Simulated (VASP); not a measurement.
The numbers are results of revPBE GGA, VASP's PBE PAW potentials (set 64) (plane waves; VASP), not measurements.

Input for VASP

File KPOINTS:
```
Automatic mesh
0
Gamma
6 6 6
0 0 0
```

### POSCAR
```
BaTiO3
1.0
  4.0593967347   0.0000000000   0.0000000000
  0.0000000000   4.0593967347   0.0000000000
  0.0000000000   0.0000000000   4.0593967347
Ba Ti O
1 1 3
direct
  0.0000000000   0.0000000000   0.0000000000
  0.5000000000   0.5000000000   0.5000000000
  0.5000000000   0.0000000000   0.5000000000
  0.0000000000   0.5000000000   0.5000000000
  0.5000000000   0.5000000000   0.0000000000
```

### INCAR
```
SYSTEM = BaTiO3
PREC = Accurate; ENCUT = 520; LREAL = .FALSE.
LASPH = .TRUE.
EDIFF = 1E-7; NELM = 100; ALGO = Normal
LMAXMIX = 4
ISMEAR = -5
GGA = RE
ISIF = 2
LWAVE = .FALSE.; LCHARG = .TRUE.; LORBIT = 11
NEDOS = 601
LEFG = .TRUE.
```

POTCAR, in this order: Ba_sv Ti_sv O (PBE.64 set). Program: vasp_std.

The run wrote:

### OSZICAR
```
       N       E                     dE             d eps       ncg     rms          rms(c)
DAV:   1     0.453076565430E+03    0.45308E+03   -0.21432E+04   960   0.180E+03
DAV:   2    -0.414070163575E+00   -0.45349E+03   -0.44679E+03  1200   0.483E+02
DAV:   3    -0.472780766192E+02   -0.46864E+02   -0.46816E+02  1448   0.146E+02
DAV:   4    -0.492931802446E+02   -0.20151E+01   -0.20141E+01  1360   0.281E+01
DAV:   5    -0.493753062292E+02   -0.82126E-01   -0.82124E-01  1376   0.385E+00    0.224E+01
DAV:   6    -0.383859386727E+02    0.10989E+02   -0.76895E+01  1464   0.746E+01    0.101E+01
DAV:   7    -0.383973614480E+02   -0.11423E-01   -0.13146E+01  1248   0.260E+01    0.611E+00
DAV:   8    -0.381894677797E+02    0.20789E+00   -0.93171E-01  1272   0.901E+00    0.295E+00
DAV:   9    -0.382280938560E+02   -0.38626E-01   -0.38002E-01  1312   0.511E+00    0.142E+00
DAV:  10    -0.382123161540E+02    0.15778E-01   -0.13959E-01  1232   0.378E+00    0.423E-01
DAV:  11    -0.382107257681E+02    0.15904E-02   -0.12893E-02  1200   0.728E-01    0.133E-01
DAV:  12    -0.382111971496E+02   -0.47138E-03   -0.40539E-03  1272   0.519E-01    0.170E-01
DAV:  13    -0.382107425294E+02    0.45462E-03   -0.27591E-03  1200   0.488E-01    0.209E-02
DAV:  14    -0.382107419934E+02    0.53606E-06   -0.68592E-05  1120   0.733E-02    0.840E-03
DAV:  15    -0.382107432714E+02   -0.12780E-05   -0.12769E-05  1304   0.316E-02    0.514E-03
DAV:  16    -0.382107429262E+02    0.34518E-06   -0.27870E-06  1248   0.162E-02    0.175E-03
DAV:  17    -0.382107428624E+02    0.63768E-07   -0.96957E-08   640   0.294E-03
   1 F= -.38210743E+02 E0= -.38210743E+02  d E =0.000000E+00
```

OUTCAR:
```
------------------------ aborting loop because EDIFF is reached ----------------------------------------
  FORCE on cell =-STRESS in cart. coord.  units (eV):
  Direction    XX          YY          ZZ          XY          YZ          ZX
  --------------------------------------------------------------------------------------
  Total       -0.0162733     -0.0162733     -0.0162733      0.0000000      0.0000000      0.0000000
  in kB       -0.3897636     -0.3897636     -0.3897636      0.0000000      0.0000000      0.0000000
  external PRESSURE =      -0.3897636 kB  Pullay stress =       0.0000000 kB
  volume of cell :       66.89
      direct lattice vectors                 reciprocal lattice vectors
     4.059396735  0.000000000  0.000000000     0.246342022  0.000000000  0.000000000
     0.000000000  4.059396735  0.000000000     0.000000000  0.246342022  0.000000000
     0.000000000  0.000000000  4.059396735     0.000000000  0.000000000  0.246342022
 POSITION                                       TOTAL-FORCE (eV/Angst)
 -----------------------------------------------------------------------------------
      0.00000      0.00000      0.00000         0.000000      0.000000      0.000000
      2.02970      2.02970      2.02970         0.000000      0.000000      0.000000
      2.02970      0.00000      2.02970         0.000000      0.000000      0.000000
      0.00000      2.02970      2.02970         0.000000      0.000000      0.000000
      2.02970      2.02970      0.00000         0.000000      0.000000      0.000000
 -----------------------------------------------------------------------------------
    total drift:                                0.000000      0.000000     -0.000000
  FREE ENERGIE OF THE ION-ELECTRON SYSTEM (eV)
  ---------------------------------------------------
  free  energy   TOTEN  =       -38.2107428624 eV

  energy  without entropy=      -38.2107428624  energy(sigma->0) =      -38.21074286

 total charge

# of ion       s       p       d       tot
------------------------------------------
    1        2.007   5.658   0.300   7.966
    2        2.197   6.241   1.651  10.089
    3        1.566   3.454   0.000   5.020
    4        1.566   3.454   0.000   5.020
    5        1.566   3.454   0.000   5.020
--------------------------------------------------
tot          8.902  22.262   1.952  33.116

 Electric field gradients after diagonalization (V/A^2)
 (convention: |V_zz| > |V_xx| > |V_yy|)
----------------------------------------------------------------------
 ion       V_xx      V_yy      V_zz     asymmetry (V_yy - V_xx)/ V_zz
----------------------------------------------------------------------
   1      -0.000    -0.000    -0.000      -0.046
   2       0.000     0.000     0.000      -0.158
   3     -14.909   -14.909    29.818       0.000
   4     -14.909   -14.909    29.818       0.000
   5     -14.909   -14.909    29.818       0.000
```
(Selected blocks of OUTCAR.)

File OUTCAR:
```
 val. band max:        3.6214680646   @ k =   0.5000   0.5000   0.5000

 cond. band min:       5.3063933225   @ k =   0.0000   0.0000   0.0000


 Fermi energy:         3.7167151619

 k-point     1 :       0.0000    0.0000    0.0000
  band No.  band energies     occupation
      1     -53.3069      2.00000
      2     -29.4422      2.00000
      3     -29.4422      2.00000
      4     -29.4422      2.00000
      5     -21.3417      2.00000
      6     -13.2405      2.00000
      7     -12.5680      2.00000
      8     -12.5680      2.00000
      9      -6.5112      2.00000
     10      -6.5112      2.00000
     11      -6.5112      2.00000
     12       1.3114      2.00000
     13       1.3114      2.00000
     14       1.3114      2.00000
     15       2.6015      2.00000
     16       2.6015      2.00000
     17       2.6015      2.00000
     18       3.4390      2.00000
     19       3.4390      2.00000
     20       3.4390      2.00000
     21       5.3064      0.00000
     22       5.3064      0.00000
     23       5.3064      0.00000
     24       7.2291      0.00000

 k-point     2 :       0.1667    0.0000    0.0000
  band No.  band energies     occupation
      1     -53.3067      2.00000
      2     -29.4528      2.00000
      3     -29.4419      2.00000
      4     -29.4419      2.00000
      5     -21.3188      2.00000
      6     -13.2479      2.00000
      7     -12.5605      2.00000
      8     -12.5499      2.00000
      9      -6.4770      2.00000
     10      -6.4770      2.00000
     11      -6.4260      2.00000
     12       0.9078      2.00000
     13       1.2495      2.00000
     14       1.2495      2.00000
     15       2.3266      2.00000
     16       2.3266      2.00000
     17       2.3859      2.00000
     18       2.8409      2.00000
     19       3.2681      2.00000
     20       3.2681      2.00000
     21       5.3401      0.00000
     22       5.7874      0.00000
     23       5.7874      0.00000
     24       7.2304      0.00000
...
```

Unless said otherwise, spin-orbit coupling is left out, though it shifts the bands of the heavy elements here.

The compound is BaTiO3 in the cubic perovskite structure, the ideal cubic form; the compound distorts at low or room temperature. It was relaxed first.
